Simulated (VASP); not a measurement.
# Ca2Si3Ni (P-6m2) in VASP: single point with LDA

Aim: the single point of Ca2Si3Ni with LDA.

Everything below comes from runs of VASP 6.6.1. Logs are shortened: lines on timing, memory, paths and dates and some standing lists are left out, and cuts for length are marked.

## 1. The undisturbed crystal

Symmetry: P-6m2, No. 187, hexagonal system. Conventional cell: a = 3.992 Å, b = 3.992 Å, c = 8.757 Å, α = 90.00°, β = 90.00°, γ = 120.00°. Around Ca (site symmetry 3m) lie 3 Ni at 3.09 Å and 9 Si at 3.09 to 3.27 Å. Si (site symmetry -6m2) has 3 Si at 2.30 Å as nearest neighbours. Si (site symmetry -6m2) is surrounded by 3 Ni at 2.30 Å. Around Si (site symmetry -6m2) lie 3 Si at 2.30 Å. Ni (site symmetry -6m2) has 3 Si at 2.30 Å as nearest neighbours.

The cell comes from a database or a generator and needn't be the stable form of this composition.

## 2. Single point, LDA (relaxed again under DFT LDA, scalar-relativistic, plane waves, PAW)

Contents of INCAR:

```
SYSTEM = Ca2Si3Ni
ALGO = Normal
EDIFF = 1E-7
ENCUT = 520
GGA = CA
ISIF = 2
ISMEAR = 0
LASPH = .True.
LCHARG = .False.
LREAL = .False.
LWAVE = .False.
NBANDS = 30
NELM = 60
PREC = Accurate
SIGMA = 0.1
```

Contents of KPOINTS:

```
k-points
0
Gamma
  12 12 4
  0 0 0
```

Contents of POSCAR:

```
Ca2Si3Ni
1.0
    3.9210330992      0.0000000000      0.0000000000
   -1.9605165496      3.3957142730      0.0000000000
    0.0000000000      0.0000000000      8.4547136909
Ca Si Ni
2 3 1
Direct
    0.3333333333      0.6666666667      0.2357420852
    0.3333333333      0.6666666667      0.7642579148
    0.6666666667      0.3333333333      0.5000000000
    0.0000000000      0.0000000000      0.0000000000
    0.0000000000      0.0000000000      0.5000000000
    0.6666666667      0.3333333333      0.0000000000
```

Potentials or basis: VASP PAW LDA potentials, release 64 (Ca_sv, Si, Ni).

On the command line:

```
$ cat potpaw_LDA.64/Ca_sv/POTCAR potpaw_LDA.64/Si/POTCAR potpaw_LDA.64/Ni/POTCAR > POTCAR
$ mpirun -np 1 vasp_std > vasp.out
```

OUTCAR:

```text
SYSTEM = Ca2Si3Ni
   EDIFF = 1E-7
   ENCUT = 520
   GGA = CA
   ISIF = 2
   ISMEAR = 0
   LASPH = .True.
   LREAL = .False.
   NELM = 60
   PREC = Accurate

 ion  position               nearest neighbor table
   1  0.333  0.667  0.236-   4 3.02   6 3.02   6 3.02   4 3.02   4 3.02   6 3.02
   2  0.333  0.667  0.764-   4 3.02   6 3.02   6 3.02   4 3.02   4 3.02   6 3.02
   3  0.667  0.333  0.500-   5 2.26   5 2.26   5 2.26
   4  0.000  0.000  0.000-   6 2.26   6 2.26   6 2.26   1 3.02   2 3.02   1 3.02   2 3.02   1 3.02
                             2 3.02
   5  0.000  0.000  0.500-   3 2.26   3 2.26   3 2.26
   6  0.667  0.333  0.000-   4 2.26   4 2.26   4 2.26   2 3.02   1 3.02   2 3.02   1 3.02   1 3.02
                             2 3.02

  LATTYP: Found a hexagonal cell.
 ALAT       =     3.9210330992
 C/A-ratio  =     2.1562464476

  Lattice vectors:

 A1 = (   3.9210330992,   0.0000000000,   0.0000000000)
 A2 = (  -1.9605165496,   3.3957142730,   0.0000000000)
 A3 = (   0.0000000000,   0.0000000000,   8.4547136909)

Analysis of symmetry for initial positions (statically):
=====================================================================
 Subroutine PRICEL returns:
 Original cell was already a primitive cell.

 Routine SETGRP: Setting up the symmetry group for a
 hexagonal supercell.

 Subroutine GETGRP returns: Found 12 space group operations
 (whereof 12 operations were pure point group operations)
 out of a pool of 24 trial point group operations.

The static configuration has the point symmetry D_3h.

Analysis of symmetry for dynamics (positions and initial velocities):
=====================================================================
 Subroutine PRICEL returns:
 Original cell was already a primitive cell.

 Routine SETGRP: Setting up the symmetry group for a
 hexagonal supercell.

 Subroutine GETGRP returns: Found 12 space group operations
 (whereof 12 operations were pure point group operations)
 out of a pool of 24 trial point group operations.

The dynamic configuration has the point symmetry D_3h.

 Subroutine INISYM returns: Found 12 space group operations
 (whereof 12 operations are pure point group operations),
 and found     1 'primitive' translations

----------------------------------------------------------------------------------------

                                     Primitive cell

  volume of cell :     112.5720

  direct lattice vectors                    reciprocal lattice vectors
     3.921033099  0.000000000  0.000000000     0.255034827  0.147244426  0.000000000
    -1.960516550  3.395714273  0.000000000     0.000000000  0.294488853  0.000000000
     0.000000000  0.000000000  8.454713691     0.000000000  0.000000000  0.118277216

  length of vectors
     3.921033099  3.921033099  8.454713691     0.294488853  0.294488853  0.118277216

  position of ions in fractional coordinates (direct lattice)
     0.333333333  0.666666667  0.235742085
     0.333333333  0.666666667  0.764257915
     0.666666667  0.333333333  0.500000000
     0.000000000  0.000000000  0.000000000
     0.000000000  0.000000000  0.500000000
     0.666666667  0.333333333  0.000000000

  ion indices of the primitive-cell ions
   primitive index   ion index
                 1           1
                 2           2
                 3           3
                 4           4
                 5           5
                 6           6

----------------------------------------------------------------------------------------

 KPOINTS: k-points

Automatic generation of k-mesh.
 Grid dimensions read from file:
 generate k-points for:   12   12    4

 Generating k-lattice:

  Cartesian coordinates                     Fractional coordinates (reciprocal lattice)
     0.021252902  0.012270369  0.000000000     0.083333333  0.000000000  0.000000000
     0.000000000  0.024540738  0.000000000     0.000000000  0.083333333  0.000000000
     0.000000000  0.000000000  0.029569304     0.000000000  0.000000000  0.250000000

  Length of vectors
     0.024540738  0.024540738  0.029569304

  Shift w.r.t. Gamma in fractional coordinates (k-lattice)
     0.000000000  0.000000000  0.000000000

 Subroutine IBZKPT returns following result:
 ===========================================

 Found     57 irreducible k-points:

 Following reciprocal coordinates:
            Coordinates               Weight
  0.000000  0.000000  0.000000      1.000000
  0.083333  0.000000  0.000000      6.000000
  0.166667  0.000000  0.000000      6.000000
  0.250000  0.000000  0.000000      6.000000
  0.333333  0.000000  0.000000      6.000000
  0.416667  0.000000  0.000000      6.000000
[... 16 lines left out ...]
  0.250000  0.000000  0.250000     12.000000
  0.333333  0.000000  0.250000     12.000000
 [... further k-points ...]
   k-points           NKPTS =     57   k-points in BZ     NKDIM =     57   number of bands    NBANDS=     30
   number of dos      NEDOS =    301   number of ions     NIONS =      6
   total plane-waves  NPLWV =  57600
   dimension x,y,z NGX =    30 NGY =   30 NGZ =   64
   dimension x,y,z NGXF=    60 NGYF=   60 NGZF=  128
   ions per type =               2   3   1
   NGX,Y,Z   is equivalent  to a cutoff of  12.72, 12.72, 12.58 a.u.
   NGXF,Y,Z  is equivalent  to a cutoff of  25.44, 25.44, 25.17 a.u.
 SYSTEM =  Ca2Si3Ni
   PREC   = accura    normal or accurate (medium, high low for compatibility)
   ISTART =      0    job   : 0-new  1-cont  2-samecut
   ICHARG =      2    charge: 1-file 2-atom 10-const
   ISPIN  =      1    spin polarized calculation?
   LNONCOLLINEAR =      F non collinear calculations
   LSORBIT =      F    spin-orbit coupling
   LASPH  =      T    aspherical Exc in radial PAW
   ENCUT  =  520.0 eV  38.22 Ry    6.18 a.u.   7.29  7.29 15.72*2*pi/ulx,y,z
   NELM   =     60;   NELMIN=  2; NELMDL= -5     # of ELM steps
   EDIFF  = 0.1E-06   stopping-criterion for ELM
   LREAL  =      F    real-space projection
   EDIFFG = 0.1E-05   stopping-criterion for IOM
   NSW    =      0    number of steps for IOM
   IBRION =     -1    ionic relax: 0-MD 1-quasi-New 2-CG
   NFREE  =      0    steps in history (QN), initial steepest desc. (CG)
   ISIF   =      2    stress and relaxation
   ISYM   =      2    0-nonsym 1-usesym 2-fastsym
   POTIM  = 0.5000    time-step for ionic-motion
   TEBEG  =    0.0;   TEEND  =   0.0 temperature during run
   PSTRESS=    0.0 pullay stress
   NELECT =      42.0000    total number of electrons
   NUPDOWN=      -1.0000    fix difference up-down
   EMIN   =  10.00;   EMAX   =-10.00  energy-range for DOS
   EFERMI =   0.00;   METHOD = LEGACY
   ISMEAR =     0;   SIGMA  =   0.10  broadening in eV -4-tet -1-fermi 0-gaus
   EFERMI_NEDOS =   21; number of points for ismear=-14 and -15
   IALGO  =     38    algorithm
   IMIX   =      4    mixing-type and parameters
     AMIX     =   0.40;   BMIX     =  1.00
     AMIX_MAG =   1.60;   BMIX_MAG =  1.00
  volume/ion in A,a.u.               =      18.76       126.61
  Fermi-wavevector in a.u.,A,eV,Ry     =   1.178549  2.227135 18.898198  1.388978
  Thomas-Fermi vector in A             =   2.314876
   LORBIT       =      0    0 simple, 1 ext, 2 COOP (PROOUT), +10 PAW based schemes
   GGA     = CA    functional components
   LHFCALC =     F    Hartree Fock is set to
   AEXX    =    0.0000 exact exchange contribution
   IVDW    =     0    specifies the selected vdW correction
   LEPSILON=     F    determine dielectric tensor
   LRPA    =     F    only Hartree local field effects (RPA)
 non-spin polarized calculation
 Gauss-broadening in eV      SIGMA  =   0.10
  energy-cutoff  :      520.00
  volume of cell :      112.57
 maximum number of plane-waves:      3067
 NGX is ok and might be reduce to    30
   NGX = 15   NGY = 15   NGZ = 31

 number of electron      41.9999993 magnetization

 Free energy of the ion-electron system (eV)
  ---------------------------------------------------
  ext. energy  EPLUGINS =         0.00000000
  ---------------------------------------------------
  free energy    TOTEN  =       -31.75028885 eV

  energy without entropy =      -31.72964979  energy(sigma->0) =      -31.73996932

 E-fermi :   5.9479     XC(G=0): -10.4323

 val. band max:        5.9353098411   @ k =   0.2500   0.2500   0.2500
 cond. band min:       5.9495306875   @ k =   0.3333   0.0833   0.0000
 fundamental gap:      0.0142208465
 Fermi energy:         5.9479320213

 k-point     1 :       0.0000    0.0000    0.0000
  band No.  band energies     occupation
      1     -33.9562      2.00000
      2     -33.9529      2.00000
      3     -15.4085      2.00000
      4     -15.3244      2.00000
      5     -15.2600      2.00000
      6     -15.2600      2.00000
[... 22 lines left out ...]
     29      10.1811      0.00000
     30      10.1926      0.00000

 k-point     2 :       0.0833    0.0000    0.0000
  band No.  band energies     occupation
      1     -33.9555      2.00000
      2     -33.9522      2.00000
      3     -15.4055      2.00000
      4     -15.3229      2.00000
      5     -15.2700      2.00000
      6     -15.2634      2.00000
[... 22 lines left out ...]
     29       9.8823      0.00000
     30      10.0945      0.00000

 k-point     3 :       0.1667    0.0000    0.0000
  band No.  band energies     occupation
      1     -33.9534      2.00000
      2     -33.9502      2.00000
      3     -15.3973      2.00000
      4     -15.3186      2.00000
      5     -15.2974      2.00000
      6     -15.2886      2.00000
[... 22 lines left out ...]
     29       9.7388      0.00000
     30      10.0847      0.00000

 k-point     4 :       0.2500    0.0000    0.0000
  band No.  band energies     occupation
      1     -33.9505      2.00000
      2     -33.9475      2.00000
      3     -15.3862      2.00000
      4     -15.3343      2.00000
      5     -15.3228      2.00000
      6     -15.3126      2.00000
[... 616 lines left out ...]
     29       9.6803      0.00000
     30       9.8713      0.00000

 k-point    23 :       0.2500    0.0000    0.2500
  band No.  band energies     occupation
      1     -33.9503      2.00000
      2     -33.9477      2.00000
      3     -15.3771      2.00000
      4     -15.3335      2.00000
      5     -15.3249      2.00000
      6     -15.3205      2.00000
[... 22 lines left out ...]
     29      10.1629      0.00000
     30      10.2742      0.00000

 k-point    24 :       0.3333    0.0000    0.2500
  band No.  band energies     occupation
      1     -33.9474      2.00000
      2     -33.9450      2.00000
      3     -15.3692      2.00000
      4     -15.3670      2.00000
      5     -15.3577      2.00000
      6     -15.3153      2.00000
[... 22 lines left out ...]
     29      10.6674      0.00000
     30      10.6865      0.00000

 [... further k-points ...]

------------------------ aborting loop because EDIFF is reached ----------------------------------------

  FORCE on cell =-STRESS in cart. coord.  units (eV):
  Direction    XX          YY          ZZ          XY          YZ          ZX
  --------------------------------------------------------------------------------------
  -------------------------------------------------------------------------------------
  Total        0.1627361      0.1627361      0.0915631      0.0000000      0.0000000      0.0000000
  in kB        2.3161358      2.3161358      1.3031681      0.0000000      0.0000000      0.0000000
  external PRESSURE =       1.9784799 kB  Pullay stress =       0.0000000 kB

 VOLUME and BASIS-vectors are now :
 -----------------------------------------------------------------------------
  energy-cutoff  :      520.00
  volume of cell :      112.57
      direct lattice vectors                 reciprocal lattice vectors
     3.921033099  0.000000000  0.000000000     0.255034827  0.147244426  0.000000000
    -1.960516550  3.395714273  0.000000000     0.000000000  0.294488853  0.000000000
     0.000000000  0.000000000  8.454713691     0.000000000  0.000000000  0.118277216

 POSITION                                       TOTAL-FORCE (eV/Angst)
 -----------------------------------------------------------------------------------
     -0.00000      2.26381      1.99313         0.000000     -0.000000      0.009837
     -0.00000      2.26381      6.46158         0.000000     -0.000000     -0.009837
      1.96052      1.13190      4.22736         0.000000     -0.000000     -0.000000
      0.00000      0.00000      0.00000        -0.000000      0.000000     -0.000000
      0.00000      0.00000      4.22736         0.000000     -0.000000     -0.000000
      1.96052      1.13190      0.00000         0.000000     -0.000000     -0.000000
 -----------------------------------------------------------------------------------
    total drift:                               -0.000002      0.000001      0.000000

  FREE ENERGIE OF THE ION-ELECTRON SYSTEM (eV)
  ---------------------------------------------------
  free  energy   TOTEN  =       -31.7502888506 eV

  energy  without entropy=      -31.7296497867  energy(sigma->0) =      -31.73996932
```

Run time: 4.2 min. Hardware: 1 thread of Intel Xeon Platinum 8375C at 2.90GHz (Ice Lake), shared host; peak memory 0.32 GiB.

Results:

```yaml
Free_energy: -31.7503 eV
Pressure: 0.2 GPa
Largest_force: 0.010 eV/Å
Band_gap_on_the_k_mesh: none (metal or under the smearing width)
```

Forces in eV/Å, atoms in the order of the input:
```
Ca   0.000  0.000  0.010
Ca   0.000  0.000 -0.010
Si   0.000  0.000  0.000
Si   0.000  0.000  0.000
Si   0.000  0.000  0.000
Ni   0.000  0.000  0.000
```
